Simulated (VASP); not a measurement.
A run of VASP 6.6.1 is set up as follows.

The input INCAR:

```
SYSTEM = MgS
ALGO = Fast
EDIFF = 1E-6
ENCUT = 520
GGA = CA
ISIF = 2
ISMEAR = 0
LASPH = .TRUE.
LCHARG = .FALSE.
LREAL = .FALSE.
LWAVE = .FALSE.
NBANDS = 11
NELM = 80
PREC = Accurate
SIGMA = 0.1
```

Contents of KPOINTS:

```
k-points
0
G
  6 6 6
  0 0 0
```

The input POSCAR:

```
MgS
1.0
    0.0000000000      2.8331200468      2.8331200468
    2.8331200468      0.0000000000      2.8331200468
    2.8331200468      2.8331200468      0.0000000000
Mg S
1 1
Direct
    0.0000000000      0.0000000000      0.0000000000
    0.7500000000      0.7500000000      0.7500000000
```

Potentials or basis: VASP PAW LDA potentials, release 64 (Mg, S).

Command:

```bash
$ cat potpaw_LDA.64/Mg/POTCAR potpaw_LDA.64/S/POTCAR > POTCAR
$ mpirun -np 1 vasp_std > vasp.out
```

What does it give for the pressure?

-2.5 GPa.

What does it give for the band gap on the k mesh?

3.18 eV, direct.

A k mesh can miss the band edges.
